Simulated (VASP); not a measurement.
Here is the system:

```xyz
2
Lattice="2.8998 0.0000 0.0000 0.0000 2.8998 0.0000 0.0000 0.0000 2.8998" Properties=species:S:1:pos:R:3 pbc="T T T"
Ti     0.0000     0.0000     0.0000
Co     1.4499     1.4499     1.4499
```

Level of theory: LDA (Ceperley-Alder, Perdew-Zunger), VASP's LDA PAW potentials (set 64) (plane waves; VASP 6.6.1). Numerical set-up: 500 eV cut-off, 13×13×13 Γ-centred mesh, first-order Methfessel-Paxton smearing of 0.10 eV, potentials Ti_sv Co.

Energy and stress use the plane-wave basis of the starting cell.

The ions, cell shape and volume at an external pressure of 5.0 GPa are relaxed. Give the cell that the relaxation ends in.

```xyz
2
Lattice="2.8783 0.0000 0.0000 0.0000 2.8783 0.0000 0.0000 0.0000 2.8783" Properties=species:S:1:pos:R:3 pbc="T T T"
Ti     0.0000     0.0000     0.0000
Co     1.4391     1.4391     1.4391
```
Space group Pm-3m (221), at a tolerance of 0.03 Å.

How do energy and volume change from the first to the last step?

The energy (σ→0) changes by +4.1 meV/atom and the volume by -2.2 %, in 3 ionic steps.

The compound is TiCo in the CsCl type structure. This run relaxes it under an external pressure of 5 GPa. Symmetry was kept, so distortions that lower it aren't found. The run is not spin-polarised, so no magnetic state was tried. The electron count is odd and the run is not spin-polarised, which forces a metal.
